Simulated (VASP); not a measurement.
Here is the system:

```
CELL_PARAMETERS angstrom
      0.00000     2.12345     2.12345
      2.12345     0.00000     2.12345
      2.12345     2.12345     0.00000
ATOMIC_POSITIONS crystal
  Mg 0.00000 0.00000 0.00000
  O  0.50000 0.50000 0.50000
```

Computed with PBE0 hybrid, VASP's PBE PAW potentials (set 64) (plane waves; VASP). Run with 520 eV cut-off, 8×8×8 Γ-centred mesh, Gaussian smearing of 0.050 eV, potentials Mg O.

### Question
Give the stress tensor in GPa (positive for a compressed cell).

### Answer

```
-5.38   0.00   0.00
 0.00  -5.38   0.00
 0.00   0.00  -5.38
```
The pressure is its mean diagonal, -5.38 GPa.

The compound is MgO in the rock salt structure. It was relaxed first. The cell's shape comes from a PBE relaxation.
